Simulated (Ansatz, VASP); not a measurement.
# SnTe: VASP beside Ansatz

Wanted: the spread between two codes on one cell, functional and k mesh. The structure shown is the end of the Ansatz relaxation below.

Program: Ansatz 0.2.0. Level of theory: plane waves, with VASP 6.6.1 beside it; single point at PBEsol. Results are calculated unless marked as measured.

**1. Starting point**

The structure is orthorhombic, space group Immm (No. 71). Conventional cell: a = 4.358 Å, b = 4.502 Å, c = 6.289 Å, α = 90.00°, β = 90.00°, γ = 90.00°. Nearest to Sn lie 6 Te at 3.13 to 3.14 Å. Nearest to Te lie 6 Sn at 3.13 to 3.14 Å. Farther neighbours and most contacts between anions are not listed.

Coordinates:

```cif
data_structure
_symmetry_space_group_name_H-M 'P 1'
_symmetry_Int_Tables_number 1
_cell_length_a 4.4386
_cell_length_b 4.4386
_cell_length_c 4.3575
_cell_angle_alpha 60.603
_cell_angle_beta 60.603
_cell_angle_gamma 60.941
_cell_volume 61.68
loop_
_atom_site_label
_atom_site_type_symbol
_atom_site_fract_x
_atom_site_fract_y
_atom_site_fract_z
_atom_site_occupancy
Sn1 Sn 0.00000 0.00000 0.00000 1
Te2 Te 0.50000 0.50000 0.50000 1
```

**2. Ansatz: relaxation, PBEsol**

Ansatz runs on its PAW soft_1 files.

This run makes the geometry at which the two programs are then compared.

input.yaml reads:

```yaml
crystal:
  lattice:
    - [-0.0411669176, 3.1224153471, 3.1444400334]
    - [3.1224153471, -0.0411669176, 3.1444400334]
    - [3.0812484296, 3.0812484296, 0.0]
  atoms:
    - { symbol: Sn, position: [0.0, 0.0, 0.0] }
    - { symbol: Te, position: [0.5, 0.5, 0.5] }
  conventional_axes: [[0, 0, 1], [1, -1, 0], [1, 1, -1]]
kpoints:
  mp_grid: { grid: [12, 12, 12] }
hamiltonian:
  xc: pbesol
  pseudopotentials: { kind: paw, azcp: { folder: soft_1 }, xc_functional: pbe }
scf:
  occupations: { method: gaussian, width: 0.01 }
output:
  forces: true
  stress: true
  eigenvalues: true
relax:
  adjacent_minimum: "off"
  f_tol: 0.001
  max_steps: 60
  cell: { stress_tol: 0.01, fix: [a, angles] }
```

The run is started by

```sh
ansatz run input.yaml --threads 4 --pin off --max-ram 10240MiB --backend cpu --events-out ev --progress --plain --runs-dir out
```

Numbers of over 12 decimals in the logs are rounded to 6 here.

The log of the run:

```text
Engine: ansatz 0.2.0, x86_64-unknown-linux-gnu
Pseudopotentials: kind: paw
Pseudopotential: Sn, paw, valence charge 14, recommended cutoff 420 eV (normal), soft_1/Sn.paw.azcp
Pseudopotential: Te, paw, valence charge 16, recommended cutoff 420 eV (normal), soft_1/Te.paw.azcp
Functional definition: PBEsol
  exchange = pbesol_x
  correlation = pbesol_c
Crystal: 2 atoms, lattice volume = 61.303 Å³
Basis set: ecut = 420 eV, 1219 PW (Γ), exchange–correlation on 60×60×60 points (8 copies of the dense FFT grid, shifted against one another)
Bands: 19, of which v1, the nominal top of the filled ones, is band 15 counted from 1 (14 counted from 0)
Symmetry: 8 space group operations
Space group: Immm (ITA 71), of the structure as read, at distance tolerance 3.9e-5 Å
k-points: 280 of 1728
Non-local potential: Sn, projectors of the file, l = 0: 2, l = 1: 2, l = 2: 2, l = 3: 1
Non-local potential: Te, projectors of the file, l = 0: 2, l = 1: 2, l = 2: 2, l = 3: 1
PAW form: soft (Blöchl's): semilocal exchange-correlation on the pseudo side does not see the compensation charge
PAW frozen core: Sn, regenerated for the run's functional, and the local potential with it (the file was generated under x = pbe(κ = 0.804, μ = 0.219515), c = pbe(β = 0.066725))
PAW frozen core: Te, regenerated for the run's functional, and the local potential with it (the file was generated under x = pbe(κ = 0.804, μ = 0.219515), c = pbe(β = 0.066725))
PAW one-centre angular grid: Sn, 590 points (default); XC on 64 Gauss nodes
PAW one-centre angular grid: Te, 590 points (default); XC on 64 Gauss nodes
Initial density: superposition of atomic densities (chi_scale 0.1, normalization cell, long waves kept (reshape's long-wave potential 0.00 eV rms))
Initial wavefunctions: pseudopotential atomic-orbital guess
Functional: x = pbesol(κ = 0.804, μ = 0.123457), c = pbesol(β = 0.046)
SCF iter   1: F=—  HF=-12852.007111 eV  |F-HF|=—  |Δ(HF+E_count)|=         —  Δρ=1.08e-2  dr2=6.79e-2  ethr=3.10e-3  ⟨swp⟩=7.6  Hψ=30980  notcnv=0
preconditioner: auto → none  [insulator: Δε(μ)=0.095 eV  Ē_g=8.763 eV  σ=0.010 eV  W_gap=1.00  n_scr=14 (ndim 8)  ℏωp=15.0 eV  f_vac=0.000  D(μ)=0.00/eV (n_scr^D=0)  ε∞_Penn≈3.9]
SCF iter   2: F=—  HF=-12852.002509 eV  |F-HF|=—  |Δ(HF+E_count)|=   4.60e-3  Δρ=5.40e-3  dr2=1.78e-2  ethr=2.26e-4  ⟨swp⟩=2.0  Hψ=8657  notcnv=0
SCF iter   3: F=—  HF=-12852.002702 eV  |F-HF|=—  |Δ(HF+E_count)|=   1.93e-4  Δρ=3.19e-4  dr2=2.72e-5  ethr=5.94e-5  ⟨swp⟩=3.2  Hψ=8418  notcnv=0
SCF iter   4: F=—  HF=-12852.002709 eV  |F-HF|=—  |Δ(HF+E_count)|=   6.48e-6  Δρ=6.86e-5  dr2=1.37e-6  ethr=9.06e-8  ⟨swp⟩=2.1  Hψ=10146  notcnv=0
SCF iter   5: F=—  HF=-12852.002710 eV  |F-HF|=—  |Δ(HF+E_count)|=   1.45e-6  Δρ=2.25e-5  dr2=1.45e-7  ethr=4.58e-9  ⟨swp⟩=2.3  Hψ=9341  notcnv=0
SCF iter   6: F=-12852.002710 eV  HF=-12852.002710 eV  |F-HF|=5.28e-10  |Δ(HF+E_count)|=   1.41e-7  Δρ=2.60e-6  dr2=2.59e-9  ethr=3.33e-10  ⟨swp⟩=6.2  Hψ=24812  notcnv=0
SCF 1 converged in 6 iterations: F = -12852.002710 eV  dr2 = 2.59e-9
  greatest PAW one-centre occupation: 0.998 electrons in one spin orbital (limit 2), on the Te atom at site 1 (counted from 0), in its partial waves of l = 2
relax step   1: F+E_penalty+E_count = -12852.00271039 eV  Δ(F+E_penalty+E_count) = +0.000e0 eV  max|allowed force component| = 2.169e-30 eV/Å  Δτ_max = 0.0000 Å  P = +0.687 GPa  Ω = 61.303 Å³  fix = [a, alpha, beta, gamma]  reactions: a +1.473 GPa  (6 SCF iters, dr2 threshold 1.00e-7 eV, accepted)
[...]
relax step   2: F+E_penalty+E_count = -12852.00329150 eV  Δ(F+E_penalty+E_count) = -5.811e-4 eV  max|allowed force component| = 5.049e-29 eV/Å  Δτ_max = 0.0000 Å  P = +0.307 GPa  Ω = 61.766 Å³  energy of the carried Pulay correction = -5.548e-5 eV  fix = [a, alpha, beta, gamma]  reactions: a +1.053 GPa  (6 SCF iters, dr2 threshold 2.00e-7 eV, accepted)
[...]
relax step   3: F+E_penalty+E_count = -12852.00332612 eV  Δ(F+E_penalty+E_count) = -3.462e-5 eV  max|allowed force component| = 1.381e-30 eV/Å  Δτ_max = 0.0000 Å  P = +0.372 GPa  Ω = 61.684 Å³  energy of the carried Pulay correction = -4.571e-5 eV  fix = [a, alpha, beta, gamma]  reactions: a +1.117 GPa  (6 SCF iters, dr2 threshold 2.77e-8 eV, accepted)
[...]
relax step   4: F+E_penalty+E_count = -12852.00337223 eV  Δ(F+E_penalty+E_count) = -4.611e-5 eV  max|allowed force component| = 7.889e-30 eV/Å  Δτ_max = 0.0000 Å  P = +0.372 GPa  Ω = 61.684 Å³  fix = [a, alpha, beta, gamma]  reactions: a +1.117 GPa  stress off target by 3.33e-3 GPa on what of the cell is left free  SCF on the basis re-selected at this cell (its energy is not comparable with the rows above)  (9 SCF iters)
basis re-selected at this cell: Δ(F+E_penalty+E_count) = -4.611e-5 eV, ΔP = -0.000 GPa vs the last step (what re-selecting the basis moved, of the pressure what is left beyond the Pulay correction that the steps carried, after the strain that the cell walked since its last selection, with what the two solves' SCF thresholds leave and, on support functions, any second-order correction that the steps lacked; it is no m [...]
SCF converged after 9 iterations
Free energy (F): -12852.003372 eV
Harris-Foulkes:  -12852.003372 eV  (|F-HF|=1.82e-12)
Internal energy: -12852.003371 eV  (E = F + TS)
E sigma→0 (E₀):  -12852.003372 eV
Entropy (-TS):   -0.000001 eV (-0.000 meV/atom)
Fermi energy:    9.776443 eV
--- Per-component energies (eV) ---
  E_band       = -350.507358
  E_kinetic    = 339.623790
  E_local      = -2661.930045  (includes V_loc(G=0)·N_el)
  E_nonlocal   = 215.593204
  E_hartree    = 1328.490056
  E_xc         = -246.540162
  E_vxc        = -182.561664  (∫ρ·V_xc dr)
  E_paw        = -8888.428588  (= ΣΔE_a)
  E_vpaw       = -718.213132  (= ΣTr[D̂ρ^β])
  E_aug_tail   = 0.000377  (compensation charges beyond the density's cutoff)
  E_ewald      = -2939.471654
  E_core_change = 0.659651  (= ΣΔE_core)
  E_smearing   = -0.000001  (= −TS)
  E_closure    = 0.000000  (closes the sum)
  Σ components = -12852.003372   (vs F -12852.003372, Δ=0.00e0)
--- Forces (eV/Å), atoms counted from 1 ---
  atom   1  Sn     0.00000000     0.00000000     0.00000000
  atom   2  Te     0.00000000     0.00000000     0.00000000
  max |Σ_I F_I| component: 1.58e-29 eV/Å
--- Stress (GPa, compression-positive) ---
        0.557038       0.560364       0.000000
        0.560364       0.557038       0.000000
        0.000000       0.000000       0.001115
  P = ⅓ Tr σ = 0.3717 GPa (3.717 kbar)
--- Band table (eV; the first three rows and the last of 280) ---
  k-point 0: bands = [... 11 lower, 5.0951, 7.4295, 7.6215, 7.7422, 13.0628, 13.1217, 13.2194, 14.2867]
  k-point 1: bands = [... 11 lower, 4.7487, 7.4421, 7.6598, 7.9467, 12.7260, 12.7638, 12.8386, 14.4400]
  k-point 2: bands = [... 11 lower, 3.9812, 7.4840, 7.6834, 8.3916, 12.0094, 12.0526, 12.0749, 14.4730]
  k-point 279: bands = [... 11 lower, 3.2773, 4.0747, 5.7922, 6.1381, 11.8372, 14.7044, 14.8269, 16.1878]
--- Relaxed structure (3 steps of the walk, 3 accepted, 1 SCFs on fresh bases) ---
  F+E_penalty+E_count = -12852.00337223 eV   max|allowed force component| = 7.889e-30 eV/Å   (the final SCF, on the basis selected at the relaxed cell)
  cell:  # Å, volume = 61.6840 Å³
    - [-0.050949, 3.132198, 3.144554]
    - [3.132198, -0.050949, 3.144554]
    - [3.0812484296, 3.0812484296, 4.899522295488429e-11]
  atoms:
    - { symbol: Sn, position: [0, 0, 0] }
    - { symbol: Te, position: [0.5, 0.5, 0.5] }
```

**3. VASP: single point, PBEsol, pair 1**

The same cell, functional, mesh and smearing now go to VASP, with its own data sets.

Lines of VASP's logs that name or quote its potential files are left out, and so is its time.

INCAR reads:

```
SYSTEM = SnTe
PREC = Accurate
ENCUT = 500
EDIFF = 1E-06
NELM = 120
ISMEAR = 0
SIGMA = 0.01
LREAL = .FALSE.
ALGO = Normal
GGA = PS
NBANDS = 16
LORBIT = 11
LWAVE = .FALSE.
LCHARG = .FALSE.
ISIF = 2
LASPH = .TRUE.
GGA_COMPAT = .FALSE.
KPAR = 2
```

POSCAR reads:

```
SnTe
1.0
   -0.0509491346      3.1321975642      3.1445543981
    3.1321975642     -0.0509491346      3.1445543981
    3.0812484296      3.0812484296      0.0000000000
Sn Te
1 1
Direct
    0.0000000000      0.0000000000      0.0000000000
    0.5000000000      0.5000000000      0.5000000000
```

KPOINTS reads:

```
Automatic mesh
0
Gamma
12 12 12
0 0 0
```

The projector-augmented-wave data sets are Sn_d and Te (PBE family, release 64).

The run is started by

```sh
mpirun -np 2 vasp_std
```

The log of the run:

```text
[banner, memory and clock lines left out]
running    2 mpi-ranks, on    1 nodes
 distrk:  each k-point on    1 cores,    2 groups
 distr:  one band on    1 cores,    1 groups

 POSCAR found type information on POSCAR SnTe
 POSCAR found :  2 types and       2 ions
|                                                                             |
|               ----> ADVICE to this user running VASP <----                  |
|                                                                             |
|     You enforced a specific xc type in the INCAR file but a different       |
|     [... a line on the potential file left out ...]
|     I HOPE YOU KNOW WHAT YOU ARE DOING!                                     |
|                                                                             |

 LDA part: xc-table for (Slater+PW92), standard interpolation
 POSCAR, INCAR and KPOINTS ok, starting setup
 FFT: planning ... GRIDC
 FFT: planning ... GRID_SOFT
 FFT: planning ... GRID
 WAVECAR not read
 entering main loop
       N       E                     dE             d eps       ncg     rms          rms(c)
DAV:   1     0.120784332126E+03    0.12078E+03   -0.94612E+03  9072   0.140E+03
DAV:   2     0.169941983990E+01   -0.11908E+03   -0.11644E+03  9792   0.346E+02
DAV:   3    -0.811838926907E+01   -0.98178E+01   -0.97664E+01 11320   0.873E+01
DAV:   4    -0.837674331471E+01   -0.25835E+00   -0.25830E+00 10784   0.154E+01
DAV:   5    -0.838812548484E+01   -0.11382E-01   -0.11382E-01 13344   0.299E+00    0.485E+00
DAV:   6    -0.833739889619E+01    0.50727E-01   -0.11351E-01 12792   0.273E+00    0.304E+00
DAV:   7    -0.833523212006E+01    0.21668E-02   -0.43846E-02 11888   0.135E+00    0.684E-01
DAV:   8    -0.833459685553E+01    0.63526E-03   -0.67743E-03 11304   0.728E-01    0.151E-01
DAV:   9    -0.833466189857E+01   -0.65043E-04   -0.49576E-04 12392   0.208E-01    0.380E-02
DAV:  10    -0.833464707665E+01    0.14822E-04   -0.56931E-05 11856   0.710E-02    0.202E-02
DAV:  11    -0.833464651856E+01    0.55809E-06   -0.23249E-05 12048   0.420E-02    0.207E-02
DAV:  12    -0.833464637188E+01    0.14668E-06   -0.17478E-06  9560   0.112E-02
   1 F= -.83346464E+01 E0= -.83346460E+01  d E =-.820368E-06
```

OUTCAR, selected parts (step 3):

```text
ion  position               nearest neighbor table
   1  0.000  0.000  0.000-   2 3.13   2 3.13   2 3.13   2 3.13   2 3.14   2 3.14
   2  0.500  0.500  0.500-   1 3.13   1 3.13   1 3.13   1 3.13   1 3.14   1 3.14

  LATTYP: Found a body centered orthorhombic cell.
 ALAT       =     4.3575433182
 B/A-ratio  =     1.0330704490
 C/A-ratio  =     1.4432693692

 Subroutine GETGRP returns: Found  8 space group operations
 (whereof  8 operations were pure point group operations)

The static configuration has the point symmetry D_2h.

 Found    280 irreducible k-points:

   k-points           NKPTS =    280   k-points in BZ     NKDIM =    280   number of bands    NBANDS=     16

   dimension x,y,z NGX =    32 NGY =   32 NGZ =   32
   dimension x,y,z NGXF=    64 NGYF=   64 NGZF=   64

   ENCUT  =  500.0 eV  36.75 Ry    6.06 a.u.   8.09  8.09  7.94*2*pi/ulx,y,z

   NELECT =      20.0000    total number of electrons

 k-points in reciprocal lattice and weights: Automatic mesh
   0.00000000  0.00000000  0.00000000       0.001
   0.08333333 -0.00000000  0.00000000       0.002
   0.16666667  0.00000000  0.00000000       0.002
   0.25000000  0.00000000  0.00000000       0.002
   0.33333333  0.00000000  0.00000000       0.002
   0.41666667  0.00000000  0.00000000       0.002
   0.50000000  0.00000000  0.00000000       0.001
   0.08333333  0.08333333  0.00000000       0.001
   0.16666667  0.08333333  0.00000000       0.002
[...]
0.25000000  0.25000000  0.50000000       0.001
  -0.25000000  0.25000000  0.50000000       0.001

 average (electrostatic) potential at core
       1-100.2349       2 -87.5585

 E-fermi :   6.9929

 k-point     1 :       0.0000    0.0000    0.0000
  band No.  band energies     occupation
    ...
      6      -5.9416      2.00000
      7       2.3202      2.00000
      8       4.6459      2.00000
      9       4.8380      2.00000
     10       4.9588      2.00000
     11      10.2778      0.00000
     12      10.3366      0.00000
     13      10.4348      0.00000
     14      11.4812      0.00000
     15      11.6659      0.00000
    ...

 k-point     2 :       0.0833   -0.0000    0.0000
  band No.  band energies     occupation
    ...
      6      -5.8825      2.00000
      7       1.9303      2.00000
      8       4.7677      2.00000
      9       4.9675      2.00000
     10       5.0271      2.00000
     11       9.9259      0.00000
     12      10.0077      0.00000
     13      10.1032      0.00000
     14      11.5223      0.00000
     15      11.7596      0.00000
    ...

 k-point     3 :       0.1667    0.0000    0.0000
  band No.  band energies     occupation
    ...
      6      -5.7094      2.00000
      7       1.1123      2.00000
      8       4.8272      2.00000
      9       4.9971      2.00000
     10       5.5558      2.00000
     11       9.2179      0.00000
     12       9.3272      0.00000
     13       9.4305      0.00000
     14      11.6229      0.00000
     15      12.1484      0.00000
    ...

  Total        0.2089613      0.2089613     -0.0056280      0.2158812      0.0000000      0.0000000
  in kB        5.4275516      5.4275516     -0.1461808      5.6072889      0.0000000      0.0000000
  external PRESSURE =       3.5696408 kB  Pullay stress =       0.0000000 kB

  energy-cutoff  :      500.00
  volume of cell :       61.68
      direct lattice vectors                 reciprocal lattice vectors
    -0.050949135  3.132197564  3.144554398    -0.157077272  0.157077272  0.159005041
     3.132197564 -0.050949135  3.144554398     0.157077272 -0.157077272  0.159005041
     3.081248430  3.081248430  0.000000000     0.162271888  0.162271888 -0.159005041

 POSITION                                       TOTAL-FORCE (eV/Angst)
 -----------------------------------------------------------------------------------
      0.00000      0.00000      0.00000        -0.000000      0.000000      0.000000
      3.08125      3.08125      3.14455         0.000000     -0.000000     -0.000000
 -----------------------------------------------------------------------------------
    total drift:                                0.000000     -0.000000     -0.000000

  FREE ENERGIE OF THE ION-ELECTRON SYSTEM (eV)
  ---------------------------------------------------
  free  energy   TOTEN  =        -8.3346463719 eV

  energy  without entropy=       -8.3346455515  energy(sigma->0) =       -8.33464596

 total charge
# of ion       s       p       d       tot
------------------------------------------
    1        1.360   0.752   9.989  12.101
    2        1.384   1.959   0.032   3.375
--------------------------------------------------
tot          2.744   2.711  10.020  15.476

[... 3 further parts left out ...]
```

The PAW data sets were made with PBE, which is usual practice but a small mismatch for other functionals.

**4. Differences**

Known differences besides the potentials themselves: the data sets hold 30 valence electrons in Ansatz (on its PAW soft_1 files) and 20 in VASP; the cutoff is 420 eV in Ansatz and 500 eV in VASP; Ansatz makes its cores anew for this functional, VASP keeps those of its PBE data sets; Ansatz's pressure holds a Pulay correction, VASP's none. Total energies have different zeros and are not compared.

The two programs side by side:

```
              quantity  Ansatz   VASP  difference
        pressure (GPa)    0.37   0.36       +0.01
gap on the k mesh (eV)   0.033  0.033      -0.001
```

A gap on the mesh is an upper bound, since the band edges may lie between its points.

**5. Ansatz: relaxation, PBEsol**

This run makes the geometry at which the two programs are then compared. The cell compared in this pair holds 61.93 Å³, against 61.68 Å³ for the pair before.

The structure compared here is the end of the Ansatz relaxation.

Edit input.yaml of step 2 so:

```diff
@@ -2,5 +2,5 @@
   lattice:
-    - [-0.0411669176, 3.1224153471, 3.1444400334]
-    - [3.1224153471, -0.0411669176, 3.1444400334]
-    - [3.0812484296, 3.0812484296, 0.0]
+    - [-0.0157206553, 3.1284103953, 3.1441310506]
+    - [3.1284103953, -0.0157206553, 3.1441310506]
+    - [3.1126897401, 3.1126897401, 0.0]
   atoms:
```

The run is started by

```sh
ansatz run input.yaml --threads 4 --pin off --max-ram 10240MiB --backend cpu --events-out ev --progress --plain --runs-dir out
```

The log of the run:

```text
[...]
Crystal: 2 atoms, lattice volume = 61.541 Å³
Basis set: ecut = 420 eV, 1243 PW (Γ), exchange–correlation on 60×60×60 points (8 copies of the dense FFT grid, shifted against one another)
Bands: 19, of which v1, the nominal top of the filled ones, is band 15 counted from 1 (14 counted from 0)
Symmetry: 8 space group operations
[...]
k-points: 280 of 1728
[...]
k-point 279: bands = [... 11 lower, 3.2158, 4.0388, 5.8306, 6.0019, 11.7787, 14.6446, 14.7058, 16.1218]
--- Relaxed structure (3 steps of the walk, 3 accepted, 1 SCFs on fresh bases) ---
[...]
cell:  # Å, volume = 61.9282 Å³
    - [-0.025446, 3.138136, 3.144440]
    - [3.138136, -0.025446, 3.144440]
    - [3.112690, 3.112690, 4.9499758624753386e-11]
  atoms:
    - { symbol: Sn, position: [0, 0, 0] }
    - { symbol: Te, position: [0.500000, 0.500000, 0.500000] }
[key lines of the parts left out:]
SCF converged after 9 iterations
Free energy (F): -12852.006654 eV
Fermi energy:    9.728014 eV
P = ⅓ Tr σ = 0.1852 GPa (1.852 kbar)
```

[end of part 1 of 2]

[Lines on the potential files, build, host, timing and source positions are cut from VASP's logs without a mark.]

[Logs are printed without paths, hosts, clocks, repeated set-up lines and the standing remarks that a program may print on its own settings, such as how far it seeks lower states.]

[Hosts, paths, dates, database ids (printed as entryN), source tags and the programs' standing remarks are cut or masked in the printed files.]
